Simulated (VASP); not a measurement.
Input of a VASP 6.6.1 run:

The input POSCAR:

```
SiC
1.0
    0.0000000000      2.1790000000      2.1790000000
    2.1790000000      0.0000000000      2.1790000000
    2.1790000000      2.1790000000      0.0000000000
Si C
1 1
Direct
    0.0000000000      0.0000000000      0.0000000000
    0.7500000000      0.7500000000      0.7500000000
```

The input INCAR.step1:

```
  PREC = Accurate
  ENCUT = 520
  EDIFF = 1E-8
  ISMEAR = 0
  SIGMA = 0.02
  LREAL = False
  LASPH = True
  NELM = 100
  ALGO = Normal
  ISIF = 2
  LWAVE = False
  LCHARG = False
  GGA = PE
  LEPSILON = True
```

File KPOINTS.step1:

```
Automatic mesh
0
G
  10 10 10
  0 0 0
```

Contents of INCAR.step2:

```
  PREC = Accurate
  ENCUT = 520
  EDIFF = 1E-5
  ISMEAR = 0
  SIGMA = 0.02
  LREAL = False
  LASPH = True
  NELM = 100
  ALGO = Normal
  ISIF = 2
  LWAVE = True
  LCHARG = False
  NBANDS = 11
  GGA = PE
```

File KPOINTS.step2:

```
regular mesh
0
Gamma
  6 6 6
```

The input INCAR.step3:

```
  PREC = Accurate
  ENCUT = 520
  EDIFF = 1E-6
  ISMEAR = 0
  SIGMA = 0.02
  LREAL = False
  LASPH = True
  NELM = 100
  ALGO = Normal
  ISIF = 2
  LWAVE = False
  LCHARG = False
  GGA = PE
  LHFCALC = True
  AEXX = 0.1429
  PRECFOCK = Fast
  NBANDS = 11
  ISTART = 1
  HFRCUT = -1
```

Contents of KPOINTS.step3:

```
regular mesh
0
Gamma
  6 6 6
```

KPOINTS_OPT

```
path GXWKGLUWLK,UX
8
line-mode
reciprocal
 0.0000000000  0.0000000000  0.0000000000  G
 0.5000000000  0.0000000000  0.5000000000  X

 0.5000000000  0.0000000000  0.5000000000  X
 0.5000000000  0.2500000000  0.7500000000  W

 0.5000000000  0.2500000000  0.7500000000  W
 0.3750000000  0.3750000000  0.7500000000  K

 0.3750000000  0.3750000000  0.7500000000  K
 0.0000000000  0.0000000000  0.0000000000  G

 0.0000000000  0.0000000000  0.0000000000  G
 0.5000000000  0.5000000000  0.5000000000  L

 0.5000000000  0.5000000000  0.5000000000  L
 0.6250000000  0.2500000000  0.6250000000  U

 0.6250000000  0.2500000000  0.6250000000  U
 0.5000000000  0.2500000000  0.7500000000  W

 0.5000000000  0.2500000000  0.7500000000  W
 0.5000000000  0.5000000000  0.5000000000  L

 0.5000000000  0.5000000000  0.5000000000  L
 0.3750000000  0.3750000000  0.7500000000  K

 0.6250000000  0.2500000000  0.6250000000  U
 0.5000000000  0.0000000000  0.5000000000  X
```

Potentials or basis: VASP PAW PBE potentials, release 64 (Si, C).

The run is started by

```console
$ cat potpaw_PBE.64/Si/POTCAR potpaw_PBE.64/C/POTCAR > POTCAR
$ cp INCAR.step1 INCAR
$ cp KPOINTS.step1 KPOINTS
$ mpirun -np 1 vasp_std > vasp.out
$ cp INCAR.step2 INCAR
$ cp KPOINTS.step2 KPOINTS
$ mpirun -np 1 vasp_std > vasp.out
$ cp INCAR.step3 INCAR
$ cp KPOINTS.step3 KPOINTS
$ mpirun -np 1 vasp_std > vasp.out
```

Q: Estimate the band gap on the k mesh.

A: 2.26 eV, indirect (least direct gap 5.64 eV).

Q: Predict the band gap along the path.

A: 2.26 eV, indirect (least direct gap 5.64 eV).

Q: What does it give for the pressure?

A: 0.2 GPa.

Levels at the corners of the path, in eV from the valence-band top:
| point | band 1 | band 2 | band 3 | band 4 | band 5 | band 6 | band 7 | band 8 |
| --- | --- | --- | --- | --- | --- | --- | --- | --- |
| Γ | -16.35 | 0.00 | 0.00 | 0.00 | 7.40 | 8.46 | 8.46 | 8.46 |
| X | -11.09 | -8.26 | -3.38 | -3.38 | 2.26 | 5.34 | 15.56 | 15.56 |
| X | -11.09 | -8.26 | -3.38 | -3.38 | 2.26 | 5.34 | 15.56 | 15.56 |
| W | -10.86 | -7.43 | -5.28 | -4.93 | 6.29 | 10.72 | 10.80 | 10.93 |
| W | -10.86 | -7.43 | -5.28 | -4.93 | 6.29 | 10.72 | 10.80 | 10.93 |
| K | -11.10 | -7.70 | -5.85 | -2.75 | 4.09 | 8.95 | 13.25 | 13.90 |
| K | -11.10 | -7.70 | -5.85 | -2.75 | 4.09 | 8.95 | 13.25 | 13.90 |
| Γ | -16.35 | 0.00 | 0.00 | 0.00 | 7.40 | 8.46 | 8.46 | 8.46 |
| Γ | -16.35 | 0.00 | 0.00 | 0.00 | 7.40 | 8.46 | 8.46 | 8.46 |
| L | -12.61 | -9.04 | -1.12 | -1.12 | 6.54 | 8.37 | 8.37 | 11.35 |
| L | -12.61 | -9.04 | -1.12 | -1.12 | 6.54 | 8.37 | 8.37 | 11.35 |
| U | -11.10 | -7.70 | -5.85 | -2.75 | 4.09 | 8.95 | 13.25 | 13.90 |
| U | -11.10 | -7.70 | -5.85 | -2.75 | 4.09 | 8.95 | 13.25 | 13.90 |
| W | -10.86 | -7.43 | -5.28 | -4.93 | 6.29 | 10.72 | 10.80 | 10.93 |
| W | -10.86 | -7.43 | -5.28 | -4.93 | 6.29 | 10.72 | 10.80 | 10.93 |
| L | -12.61 | -9.04 | -1.12 | -1.12 | 6.54 | 8.37 | 8.37 | 11.35 |
| L | -12.61 | -9.04 | -1.12 | -1.12 | 6.54 | 8.37 | 8.37 | 11.35 |
| K | -11.10 | -7.70 | -5.85 | -2.75 | 4.09 | 8.95 | 13.25 | 13.90 |
| U | -11.10 | -7.70 | -5.85 | -2.75 | 4.09 | 8.95 | 13.25 | 13.90 |
| X | -11.09 | -8.26 | -3.38 | -3.38 | 2.26 | 5.34 | 15.56 | 15.56 |

Caveat: the PAW data sets were made with another functional, which shifts forces and pressure a little.

**Measured values to compare with.**

“Insight into the structural, elastic and electronic properties of a new orthorhombic 6O-SiC polytype”, 2020, pmc:7200658 quotes, for a bulk crystal of SiC: band gap 2.4 eV (indirect).

A measured gap of SiC is 2.4 eV (indirect; quoted in “Insight into the structural, elastic and electronic properties of a new orthorhombic 6O-SiC polytype”, 2020, pmc:7200658); the calculated 2.26 eV misses it by -0.14 eV. The value is that of PBE-EpsX, without temperature or zero-point motion.
